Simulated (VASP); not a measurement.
An input for Ansatz (written as the equivalent of a VASP run, and not itself run):

Ansatz 0.2 input:
```yaml
crystal:
  lattice:
    - [3.8895702, 0.0000000, 0.0000000]
    - [-1.9447851, 3.3684666, 0.0000000]
    - [0.0000000, 0.0000000, 3.9552926]
  atoms:
    - { symbol: Te, position: [0.0000000, 0.0000000, 0.0000000] }
    - { symbol: Cu, position: [0.3333330, 0.6666670, 0.3716642] }
    - { symbol: Cu, position: [0.6666670, 0.3333330, 0.6283358] }
kpoints:
  mp_grid: { grid: [8, 8, 7] }
hamiltonian:
  xc: pbesol
  pseudopotentials: { kind: paw }
scf:
  occupations: { method: methfessel_paxton, width: 0.1 }
  max_iter: 100
relax:
  max_steps: 60
  f_tol: 0.02
  cell: {}
output: { forces: true, stress: true, eigenvalues: true }
```

### Question
Translate this input to VASP (INCAR, KPOINTS, POSCAR, choice of POTCAR).

### Answer
Several could match; the one computed here: 
### POSCAR
```
Cu2Te
1
    3.8895701901    -0.0000000000     0.0000000000
   -1.9447850950     3.3684666301    -0.0000000000
   -0.0000000000    -0.0000000000     3.9552926092
Te Cu
1 2
Direct
  0.0000000000   0.0000000000   0.0000000000
  0.3333330000   0.6666670000   0.3716642128
  0.6666670000   0.3333330000   0.6283357872
```

### INCAR
```
ALGO  =  Normal
EDIFF  =  1E-6
EDIFFG  =  -0.02
ENCUT  =  400
GGA  =  PS
IBRION  =  2
ISIF  =  3
ISMEAR  =  1
LASPH  =  .True.
LCHARG  =  .False.
LMAXMIX  =  4
LREAL  =  .False.
LWAVE  =  .False.
NELM  =  100
NSW  =  60
PREC  =  Accurate
SIGMA  =  0.1
SYSTEM  =  Cu2Te
```

**KPOINTS**
```
K-points
0
G
  8 8 7
0 0 0
```

POTCAR, in this order: Te Cu (PBE.64 set). Program: vasp_std.

The two are equivalent in intent, not identical: each code has its own PAW files, so the cut-off isn't converted (ENCUT is set for VASP's; basis.ecutwfc is left out, and Ansatz then takes the one that its files recommend); Ansatz stops its SCF on the density residual and VASP on the energy change (EDIFF).

The structure was generated: Cu2Te was put into the CdI2 type (P-3m1), which need not be its known phase. This run relaxes it. Symmetry was kept, so distortions that lower it aren't found. The start is the result of an earlier pass.
